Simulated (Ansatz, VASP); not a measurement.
## W: VASP beside Ansatz

Wanted: the spread between two codes on one cell, functional and k mesh. The cell is taken from a series of VASP runs on this material, whose earlier steps may have relaxed, scaled or displaced it; both programs get it as it stands.

Calculated with Ansatz 0.2.0; plane waves, with VASP 6.6.1 beside it; relaxation of cell and atoms at LDA.

## 1. Set-up

It takes space group Im-3m (No. 229, cubic). The conventional cell has a = 3.129 Å, b = 3.129 Å, c = 3.129 Å, α = 90.00°, β = 90.00°, γ = 90.00°. Nearest to W lie 8 W at 2.71 Å.

## 2. VASP: relaxation of cell and atoms, LDA

The relaxed volume is the usual yardstick between codes: its relative difference is about their pressure difference at one cell divided by the bulk modulus.

Lines of VASP's logs that name or quote its potential files are left out, and so is its time.

File INCAR:

```
SYSTEM = W
PREC = Accurate
ENCUT = 500
EDIFF = 1E-07
NELM = 100
ISMEAR = 1
SIGMA = 0.15
LREAL = .FALSE.
ALGO = Normal
GGA = CA
NBANDS = 12
LASPH = .TRUE.
LORBIT = 11
LWAVE = .FALSE.
LCHARG = .FALSE.
KPAR = 4
IBRION = 2
NSW = 50
ISIF = 3
EDIFFG = -0.003
```

File POSCAR:

```
W
1.0
    3.1287202977      0.0000000000      0.0000000000
    0.0000000000      3.1287202977      0.0000000000
    0.0000000000      0.0000000000      3.1287202977
W
2
Direct
    0.0000000000      0.0000000000      0.0000000000
    0.5000000000      0.5000000000      0.5000000000
```

File KPOINTS:

```
Automatic mesh
0
Gamma
14 14 14
0 0 0
```

Potentials, in the order of the species: W (LDA family, release 64).

Command:

```
> mpirun -np 4 vasp_std
```

Numbers of over 12 decimals in the logs are rounded to 6 here.

Output:

```text
[banner, memory and clock lines left out]
running    4 mpi-ranks, on    1 nodes
 distrk:  each k-point on    1 cores,    4 groups
 distr:  one band on    1 cores,    1 groups

 POSCAR found type information on POSCAR W
 POSCAR found :  1 types and       2 ions
 LDA part: xc-table for (Slater(with rela. corr.)+CA(PZ))
 , standard interpolation
 POSCAR, INCAR and KPOINTS ok, starting setup
 FFT: planning ... GRIDC
 FFT: planning ... GRID_SOFT
 FFT: planning ... GRID
 WAVECAR not read
 entering main loop
       N       E                     dE             d eps       ncg     rms          rms(c)
DAV:   1     0.263498319609E+02    0.26350E+02   -0.53713E+03  2880   0.848E+02
DAV:   2    -0.276020845124E+02   -0.53952E+02   -0.49702E+02  3664   0.206E+02
DAV:   3    -0.297940130431E+02   -0.21919E+01   -0.21299E+01  3404   0.360E+01
DAV:   4    -0.298120187293E+02   -0.18006E-01   -0.17991E-01  3232   0.305E+00
DAV:   5    -0.298121019002E+02   -0.83171E-04   -0.83168E-04  3324   0.193E-01    0.303E+01
DAV:   6    -0.287984656219E+02    0.10136E+01   -0.69252E-01  3116   0.576E+00    0.149E+01
DAV:   7    -0.284149926214E+02    0.38347E+00   -0.72784E-01  3248   0.587E+00    0.424E-01
DAV:   8    -0.284107131460E+02    0.42795E-02   -0.44355E-03  2996   0.479E-01    0.185E-01
DAV:   9    -0.284099045894E+02    0.80856E-03   -0.43987E-04  3368   0.110E-01    0.245E-02
DAV:  10    -0.284099160267E+02   -0.11437E-04   -0.12188E-05  3048   0.262E-02    0.936E-03
DAV:  11    -0.284099154098E+02    0.61687E-06   -0.29927E-07  3352   0.501E-03    0.404E-04
DAV:  12    -0.284099154251E+02   -0.15263E-07   -0.28063E-09  1576   0.581E-04
   1 F= -.28409915E+02 E0= -.28409463E+02  d E =-.284099E+02
 curvature:   0.00 expect dE= 0.000E+00 dE for cont linesearch  0.000E+00
 trial: gam= 0.00000 g(F)=  0.407E-63 g(S)=  0.154E-10 ort = 0.000E+00 (trialstep = 0.100E+01)
 search vector abs. value=  0.115E-09
 reached required accuracy - stopping structural energy minimisation
```

OUTCAR, selected parts (step 2):

```text
ion  position               nearest neighbor table
   1  0.000  0.000  0.000-   2 2.71   2 2.71   2 2.71   2 2.71   2 2.71   2 2.71   2 2.71   2 2.71

  LATTYP: Found a simple cubic cell.
 ALAT       =     3.1287202977

 Subroutine GETGRP returns: Found 48 space group operations
 (whereof 48 operations were pure point group operations)

The static configuration has the point symmetry O_h .

 Found    120 irreducible k-points:

   k-points           NKPTS =    120   k-points in BZ     NKDIM =    120   number of bands    NBANDS=     12

   dimension x,y,z NGX =    24 NGY =   24 NGZ =   24
   dimension x,y,z NGXF=    48 NGYF=   48 NGZF=   48

   ENCUT  =  500.0 eV  36.75 Ry    6.06 a.u.   5.70  5.70  5.70*2*pi/ulx,y,z

   NELECT =      12.0000    total number of electrons

 k-points in reciprocal lattice and weights: Automatic mesh
   0.00000000  0.00000000  0.00000000       0.000
   0.07142857  0.00000000  0.00000000       0.002
   0.14285714  0.00000000  0.00000000       0.002
   0.21428571  0.00000000  0.00000000       0.002
   0.28571429  0.00000000  0.00000000       0.002
   0.35714286  0.00000000  0.00000000       0.002
   0.42857143  0.00000000  0.00000000       0.002
   0.50000000  0.00000000  0.00000000       0.001
   0.07142857  0.07142857  0.00000000       0.004
[...]
0.50000000  0.50000000  0.42857143       0.002
   0.50000000  0.50000000  0.50000000       0.000

 average (electrostatic) potential at core
       1 -37.7163       2 -37.7163

 E-fermi :   8.3089

 k-point     1 :       0.0000    0.0000    0.0000
  band No.  band energies     occupation
    ...
      2       2.0793      2.00000
      3       2.0793      2.00000
      4       6.8691      2.00000
      5       6.8691      2.00000
      6       6.8691      2.00000
      7      10.4559     -0.00000
      8      10.4559     -0.00000
      9      13.5748      0.00000
     10      13.5748      0.00000
     11      13.5748      0.00000
    ...

 k-point     2 :       0.0714    0.0000    0.0000
  band No.  band energies     occupation
    ...
      2       2.1461      2.00000
      3       2.1858      2.00000
      4       6.8567      2.00000
      5       6.8567      2.00000
      6       6.9290      2.00000
      7      10.2551     -0.00000
      8      10.5253     -0.00000
      9      12.9939      0.00000
     10      12.9939      0.00000
     11      13.4448      0.00000
    ...

 k-point     3 :       0.1429    0.0000    0.0000
  band No.  band energies     occupation
    ...
      2       2.3458      2.00000
      3       2.4860      2.00000
      4       6.8306      2.00000
      5       6.8306      2.00000
      6       7.1078      2.00000
      7       9.7022     -0.00000
      8      10.7251     -0.00000
      9      11.8984      0.00000
     10      11.8984      0.00000
     11      13.0750      0.00000
    ...

  Total        0.0000146      0.0000146      0.0000146      0.0000000      0.0000000      0.0000000
  in kB        0.0007632      0.0007632      0.0007632      0.0000000      0.0000000      0.0000000
  external PRESSURE =       0.0007632 kB  Pullay stress =       0.0000000 kB

  energy-cutoff  :      500.00
  volume of cell :       30.63
      direct lattice vectors                 reciprocal lattice vectors
     3.128720298  0.000000000  0.000000000     0.319619495  0.000000000  0.000000000
     0.000000000  3.128720298  0.000000000     0.000000000  0.319619495  0.000000000
     0.000000000  0.000000000  3.128720298     0.000000000  0.000000000  0.319619495

 POSITION                                       TOTAL-FORCE (eV/Angst)
 -----------------------------------------------------------------------------------
      0.00000      0.00000      0.00000         0.000000      0.000000      0.000000
      1.56436      1.56436      1.56436        -0.000000     -0.000000     -0.000000
 -----------------------------------------------------------------------------------
    total drift:                                0.000000      0.000000     -0.000000

  FREE ENERGIE OF THE ION-ELECTRON SYSTEM (eV)
  ---------------------------------------------------
  free  energy   TOTEN  =       -28.4099154251 eV

  energy  without entropy=      -28.4085579270  energy(sigma->0) =      -28.40946293

 reached required accuracy - stopping structural energy minimisation

 total charge
# of ion       s       p       d       tot
------------------------------------------
    1        0.693   0.738   4.250   5.682
    2        0.693   0.738   4.250   5.682
--------------------------------------------------
tot          1.386   1.477   8.501  11.364

[... 3 further parts left out ...]
```

CONTCAR:

```
W
   1.00000000000000
     3.1287202977000002    0.0000000000000000    0.0000000000000000
     0.0000000000000000    3.1287202977000002    0.0000000000000000
     0.0000000000000000    0.0000000000000000    3.1287202977000002
  W
     2
Direct
     0.0000000000000000    0.0000000000000000    0.0000000000000000
     0.5000000000000000    0.5000000000000000    0.5000000000000000
```

The data set W keeps the semicore shell frozen, which is cheaper and a little less accurate. The run keeps the 48 symmetry operations of its start, so it cannot find a distortion of lower symmetry.

## 3. Ansatz: relaxation of cell and atoms, LDA

Ansatz runs on its default PAW (the set named soft_2) files.

The same cell, functional (in two slightly different forms), mesh and smearing now go to Ansatz, which takes its cutoff from its data sets.

File input.yaml:

```yaml
crystal:
  lattice:
    - [3.1287202977, 0.0, 0.0]
    - [0.0, 3.1287202977, 0.0]
    - [0.0, 0.0, 3.1287202977]
  atoms:
    - { symbol: W, position: [0.0, 0.0, 0.0] }
    - { symbol: W, position: [0.5, 0.5, 0.5] }
hamiltonian:
  xc: lda
  pseudopotentials: { kind: paw }
kpoints:
  mp_grid: { grid: [14, 14, 14] }
scf:
  occupations: { method: methfessel_paxton, width: 0.15 }
relax:
  f_tol: 0.01
  max_steps: 60
  cell: { stress_tol: 0.05 }
output:
  forces: true
  stress: true
```

Command:

```
> ansatz run input.yaml --threads 4 --pin off --max-ram 9216MiB --backend cpu --events-out ev --progress --plain --runs-dir out
```

Output:

```text
Engine: ansatz 0.2.0, aarch64-unknown-linux-gnu
Pseudopotentials: kind: paw
Pseudopotential: W, paw, valence charge 14, recommended cutoff 420 eV (normal), W.paw.azcp
Functional definition: SPW92
  exchange = slater_x
  correlation = pw_c
Crystal: 2 atoms, lattice volume = 30.627 Å³
Basis set: ecut = 420 eV, 619 PW (Γ)
Bands: 18, of which v1, the nominal top of the filled ones, is band 14 counted from 1 (13 counted from 0)
Symmetry: 96 space group operations
Space group: Im-3m (ITA 229), of the structure as read, at distance tolerance 3.1e-5 Å
k-points: 120 of 2744
Non-local potential: W, projectors of the file, l = 0: 3, l = 1: 2, l = 2: 2, l = 3: 1
PAW form: soft (Blöchl's): semilocal exchange-correlation on the pseudo side does not see the compensation charge
PAW frozen core: W, regenerated for the run's functional, and the local potential with it (the file was generated under x = pbe(κ = 0.804, μ = 0.219515), c = pbe(β = 0.066725))
PAW one-centre angular grid: W, 590 points (default); XC on 64 Gauss nodes
Initial density: superposition of atomic densities (neutral atoms: chi_scale 0, normalization atom), corrected by the library's trained network
Initial wavefunctions: pseudopotential atomic-orbital guess
Functional: x = slater, c = lda
SCF iter   1: F=—  HF=-20259.688366 eV  |F-HF|=—  |Δ(HF+E_count)|=         —  Δρ=4.94e-3  dr2=5.15e-3  ethr=1.77e-3  ⟨swp⟩=5.0  Hψ=8899  notcnv=0
preconditioner: auto → none  [metal: Δε(μ)=0.017 eV  Ē_g=5.774 eV  σ=0.150 eV  W_gap=0.10  n_scr=6 (ndim 8)  ℏωp=23.2 eV  f_vac=0.000  D(μ)=1.41/eV (n_scr^D=18)  sad-step TF]
SCF iter   2: F=—  HF=-20259.688061 eV  |F-HF|=—  |Δ(HF+E_count)|=   3.05e-4  S|Δr|=    0.00e0  Δρ=3.05e-3  dr2=1.99e-3  ethr=1.84e-5  ⟨swp⟩=2.0  Hψ=3576  notcnv=0
SCF iter   3: F=—  HF=-20259.687549 eV  |F-HF|=—  |Δ(HF+E_count)|=   5.12e-4  S|Δr|=    0.00e0  Δρ=2.62e-4  dr2=9.02e-6  ethr=7.10e-6  ⟨swp⟩=2.7  Hψ=3742  notcnv=0
SCF iter   4: F=—  HF=-20259.687543 eV  |F-HF|=—  |Δ(HF+E_count)|=   5.92e-6  S|Δr|=    0.00e0  Δρ=7.70e-5  dr2=1.42e-6  ethr=3.22e-8  ⟨swp⟩=2.0  Hψ=3851  notcnv=0
SCF iter   5: F=-20259.687542 eV  HF=-20259.687542 eV  |F-HF|=3.95e-8  |Δ(HF+E_count)|=   6.60e-7  S|Δr|=    0.00e0  Δρ=1.65e-5  dr2=4.91e-8  ethr=3.57e-10  ⟨swp⟩=3.1  Hψ=8811  notcnv=0
SCF 1 converged in 5 iterations: F = -20259.687542 eV  dr2 = 4.91e-8
  greatest PAW one-centre occupation: 1.000 electrons in one spin orbital (limit 2), on the W atom at site 1 (counted from 0), in its partial waves of l = 0
relax step   1: F+E_penalty+E_count = -20259.68754203 eV  Δ(F+E_penalty+E_count) = +0.000e0 eV  max|allowed force component| = 1.617e-29 eV/Å  Δτ_max = 0.0000 Å  P = +2.123 GPa  Ω = 30.627 Å³  (5 SCF iters, dr2 threshold 1.00e-7 eV, accepted)
[...]
relax step   2: F+E_penalty+E_count = -20259.68015636 eV  Δ(F+E_penalty+E_count) = +7.386e-3 eV  max|allowed force component| = 1.502e-29 eV/Å  Δτ_max = 0.0000 Å  P = -5.273 GPa  Ω = 31.326 Å³  energy of the carried Pulay correction = -1.793e-4 eV  (3 SCF iters, dr2 threshold 2.00e-7 eV, rejected (line search))
[...]
relax step   3: F+E_penalty+E_count = -20259.68875732 eV  Δ(F+E_penalty+E_count) = -1.215e-3 eV  max|allowed force component| = 2.482e-30 eV/Å  Δτ_max = 0.0000 Å  P = -0.058 GPa  Ω = 30.824 Å³  energy of the carried Pulay correction = -5.104e-5 eV  (5 SCF iters, accepted)
[...]
relax step   4: F+E_penalty+E_count = -20259.68875966 eV  Δ(F+E_penalty+E_count) = -2.342e-6 eV  max|allowed force component| = 3.024e-30 eV/Å  Δτ_max = 0.0000 Å  P = +0.001 GPa  Ω = 30.819 Å³  energy of the carried Pulay correction = -4.965e-5 eV  (2 SCF iters, dr2 threshold 8.28e-9 eV, accepted)
[...]
relax step   5: F+E_penalty+E_count = -20259.68880097 eV  Δ(F+E_penalty+E_count) = -4.131e-5 eV  max|allowed force component| = 4.372e-30 eV/Å  Δτ_max = 0.0000 Å  P = +0.001 GPa  Ω = 30.819 Å³  stress off target by 1.14e-3 GPa  SCF on the basis re-selected at this cell (its energy is not comparable with the rows above)  (4 SCF iters)
basis re-selected at this cell: Δ(F+E_penalty+E_count) = -4.131e-5 eV, ΔP = +0.000 GPa vs the last step (what re-selecting the basis moved, of the pressure what is left beyond the Pulay correction that the steps carried, after the strain that the cell walked since its last selection, with what the two solves' SCF thresholds leave and, on support functions, any second-order correction that the steps lacked; it is no m [...]
SCF converged after 4 iterations
Stability not checked: this state was not tested for a lower state beside it, because cold or Methfessel-Paxton smearing, or corrected tetrahedra, fill the levels in a way that the test cannot read (fill_not_monotonic; see scf.lower_state_search)
Free energy (F): -20259.688801 eV
Harris-Foulkes:  -20259.688801 eV  (|F-HF|=3.64e-12)
Internal energy: -20259.687413 eV  (E = F + TS)
E sigma→0 (E₀):  -20259.688454 eV
Entropy (-TS):   -0.001388 eV (-0.694 meV/atom)
Fermi energy:    23.089852 eV
--- Per-component energies (eV) ---
  E_band       = -152.455020
  E_kinetic    = 904.125649
  E_local      = -1171.311779  (includes V_loc(G=0)·N_el)
  E_nonlocal   = 12.728059
  E_hartree    = 420.997801
  E_xc         = -531.318045
  E_vxc        = -479.453745  (∫ρ·V_xc dr)
  E_paw        = -16619.464724  (= ΣΔE_a)
  E_vpaw       = -260.538720  (= ΣTr[D̂ρ^β])
  E_aug_tail   = -0.000140  (compensation charges beyond the density's cutoff)
  E_ewald      = -3276.010540
  E_core_change = 0.566306  (= ΣΔE_core)
  E_smearing   = -0.001388  (= −TS)
  E_closure    = 0.000000  (closes the sum)
  Σ components = -20259.688801   (vs F -20259.688801, Δ=0.00e0)
--- Forces (eV/Å), atoms counted from 1 ---
  atom   1  W      0.00000000    -0.00000000     0.00000000
  atom   2  W     -0.00000000    -0.00000000     0.00000000
  max |Σ_I F_I| component: 2.04e-29 eV/Å
--- Stress (GPa, compression-positive) ---
        0.001135      -0.000000       0.000000
       -0.000000       0.001135      -0.000000
        0.000000      -0.000000       0.001135
  P = ⅓ Tr σ = 0.0011 GPa (0.011 kbar)
--- Relaxed structure (4 steps of the walk, 3 accepted, 1 SCFs on fresh bases) ---
  F+E_penalty+E_count = -20259.68880097 eV   max|allowed force component| = 4.372e-30 eV/Å   (the final SCF, on the basis selected at the relaxed cell)
  cell:  # Å, volume = 30.8189 Å³
    - [3.135252, 0, 0]
    - [0, 3.135252, 0]
    - [0, 0, 3.135252]
  atoms:
    - { symbol: W, position: [0.0, 0.0, 0.0] }
    - { symbol: W, position: [0.5, 0.5, 0.5] }
```

The job ended after 3.4 s (4 threads of Arm Neoverse V2, shared host; peak memory 0.34 GiB; 11 s of CPU time).

## 4. Side by side

Known differences besides the potentials themselves: the two LDA forms differ slightly; both relaxations stop at a tolerance, which leaves soft axes loose, and VASP keeps its plane-wave basis; the data sets hold 28 valence electrons in Ansatz (default PAW (the set named soft_2) files) and 12 in VASP; the cutoff is 420 eV in Ansatz and 500 eV in VASP; VASP's log shows a relativistic correction to its local exchange, Ansatz's none; Ansatz adds a Pulay correction to the stress that steers its cell, VASP none. Total energies have different zeros and are not compared.

Both answers:

| quantity | Ansatz | VASP | difference |
| --- | --- | --- | --- |
| volume (Å³) | 30.82 | 30.63 | +0.63 % |
| edge a after relaxation, in the typed setting (Å) | 3.135 | 3.129 | +0.21 % |

The walks stopped with 0.00 GPa left in Ansatz and 0.00 GPa in VASP; each walk ends within a tolerance, so the volume difference is uncertain by about these residues over the bulk modulus, most in soft cells.

## 5. What came out

| Item | Value |
| --- | --- |
| difference in volume (relaxation of cell and atoms, LDA) | 0.63 % |

What this shows: The difference in volume is 0.63 % (relaxation of cell and atoms, LDA), within the 1.2 % picked in this series as the mark of a large difference, as far as the stopping tolerances let one tell. How closely two codes agree says nothing of how well the functional describes the real material.

[Lines on the potential files, build, host, timing and source positions are cut from VASP's logs without a mark.]

[Logs are printed without paths, hosts, clocks, repeated set-up lines and the standing remarks that a program may print on its own settings, such as how far it seeks lower states.]

[Hosts, paths, dates, database ids (printed as entryN), source tags and the programs' standing remarks are cut or masked in the printed files.]
